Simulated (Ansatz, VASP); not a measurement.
# Zr3MoC and the functional, program beside program

The cell as given:

```
Zr Mo C
1.0
     4.94251    0.00000    0.00000
     0.00000    4.94251    0.00000
     0.00000    0.00000    4.94251
Zr Mo C
3 1 1
Direct
  0.50000 0.00000 0.00000
  0.00000 0.50000 0.00000
  0.00000 0.00000 0.50000
  0.00000 0.00000 0.00000
  0.50000 0.50000 0.50000
```

The cell comes from a database or a generator and needn't be the stable form of this composition.

Kept alike: task relaxation of cell and atoms; k mesh 5 × 5 × 5; occupations fermi-dirac, width 0.05 eV; no spin polarisation. The mesh is that of the run's cell of 5 atoms. No spin-orbit coupling.

- A: Ansatz, Ansatz PAW, made for PBE, cutoff 420 eV
- B: VASP; PBE PAW files C, Mo_sv, Zr_sv, 600 eV (BLYP, PBE, PBEsol, RPBE, revPBE); LDA PAW files C, Mo_sv, Zr_sv, 600 eV (LDA)

```csv
functional,A: volume (Å³/atom),B: volume (Å³/atom)
BLYP,25.537,25.635
LDA,22.766,22.853
PBE,24.393,24.454
PBEsol,23.400,23.482
RPBE,24.975,25.033
revPBE,24.825,24.871
```

Values on potentials made for another functional: A at BLYP, LDA, PBEsol, RPBE, revPBE; B at BLYP, PBEsol, RPBE, revPBE. Values hold for each row's relaxed cell, which stops near the pressure aimed at (zero). Ansatz's stress holds its Pulay term. For a metal such a mesh leaves the last digits unconverged.

Question: How large is the effect of the functional, and do the programs agree on it?

Answer: From LDA to BLYP the volume moves by +2.771 in A, +2.782 in B (Å³/atom). Row by row the programs differ by 0.046 to 0.098, and over this span the shifts, as printed, agree within 1 %. Shifts from LDA: BLYP +2.771, +2.782; PBE +1.627, +1.601; PBEsol +0.634, +0.629; RPBE +2.209, +2.180; revPBE +2.059, +2.018; the programs' shifts differ by up to 0.041.
